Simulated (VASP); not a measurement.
OSZICAR of a VASP run on Bi:

**OSZICAR**
```
       N       E                     dE             d eps       ncg     rms           ort
SDA:   1    -0.561973387227E+02   -0.56197E+02    0.00000E+00    13   0.898E-01   0.000E+00
CGA:   2    -0.562150104404E+02   -0.17672E-01   -0.17670E-01    13   0.278E-01   0.230E-03
CGA:   3    -0.562206556122E+02   -0.56452E-02   -0.56426E-02    13   0.886E-02   0.245E-03
CGA:   4    -0.562228947975E+02   -0.22392E-02   -0.22321E-02    13   0.391E-02   0.985E-04
CGA:   5    -0.562240890297E+02   -0.11942E-02   -0.11944E-02    13   0.191E-02   0.708E-05
CGA:   6    -0.562246323612E+02   -0.54333E-03   -0.54228E-03    13   0.591E-03  -0.106E-04
CGA:   7    -0.562247940199E+02   -0.16166E-03   -0.16016E-03    13   0.158E-03   0.795E-05
CGA:   8    -0.562248405979E+02   -0.46578E-04   -0.44852E-04    13   0.484E-04   0.194E-04
CGA:   9    -0.562248614701E+02   -0.20872E-04   -0.22023E-04    13   0.271E-04  -0.243E-05
CGA:  10    -0.562248687403E+02   -0.72702E-05   -0.74648E-05    13   0.850E-05   0.355E-05
SDA:  11    -0.562248718087E+02   -0.30684E-05   -0.43700E-05    13   0.613E-05  -0.411E-05
CGA:  12    -0.562248731828E+02   -0.13742E-05   -0.11802E-05    13   0.724E-06   0.138E-05
SDA:  13    -0.562248731835E+02   -0.65802E-09   -0.84516E-09    13   0.704E-06   0.877E-06
   1 F= -.56224873E+02 E0= -.56224873E+02  d E =-.272876E-16  mag=     3.0000
```

### Question
Which electronic solver shows in the log?

### Answer
It is steepest descent (the opening step of the all-band solvers) and then all-band conjugate gradients (ALGO = All or Conjugate). The INCAR had ALGO = All.

### Question
How was spin treated?

### Answer
Collinear spin (ISPIN = 2): the summary line carries one mag value, 3.00 μB in the cell.

### Question
Can the final energy be trusted as converged?

### Answer
The run converged. It stopped with EDIFF = 1E-6, NELM = 200 (r2SCAN meta-GGA, plane waves, VASP's PBE PAW potentials (set 64)). The atom may not be in its lowest state.

The cell is a free atom in a box. The total moment is imposed (NUPDOWN), so this need not be the lowest spin state.
